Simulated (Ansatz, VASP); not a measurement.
# P5C in VASP and in Ansatz

```
P C
1.0
     0.00000    3.87081    3.87081
     3.87081    0.00000    3.87081
     3.87081    3.87081    0.00000
P C
5 1
Direct
  0.37197 0.87601 0.87601
  0.87601 0.87601 0.87601
  0.25000 0.25000 0.25000
  0.87601 0.87601 0.37197
  0.87601 0.37197 0.87601
  0.50000 0.50000 0.50000
```

Change from the starting cell: species swapped into the HfNi5 type (F-43m, No. 216).

Alike in both runs: task single point; functional PBE; k mesh 4 × 4 × 4; occupations gaussian, width 0.1 eV; no spin polarisation.

```csv
,VASP,Ansatz
version,VASP 6.6.1,Ansatz 0.2.0
potentials or method,"VASP PAW PBE potentials, release 64 (P, C)","scalar-relativistic, plane waves, PAW"
plane-wave cutoff (eV),520,420
valence electrons in the cell,29,29
```

|  | VASP | Ansatz | Ansatz less VASP |
| --- | --- | --- | --- |
| gap on the k mesh at the Fermi level (eV) | none | none | - |
| pressure (GPa) | -15.8 | -15.8 | +0.06 |
| rms of the force components (eV/Å) | 0.059 | 0.057 | -0.0021 |

Atom by atom the forces differ by 0.002 eV/Å (rms over components). A gap of «none» marks a metal or a gap that the smearing closes. The functional is the same, so the differences come from potentials, cutoffs and numerics.

Caveats: so large a pressure means that the cell lies far from this level's equilibrium, or that cutoff or potentials fall short (VASP).
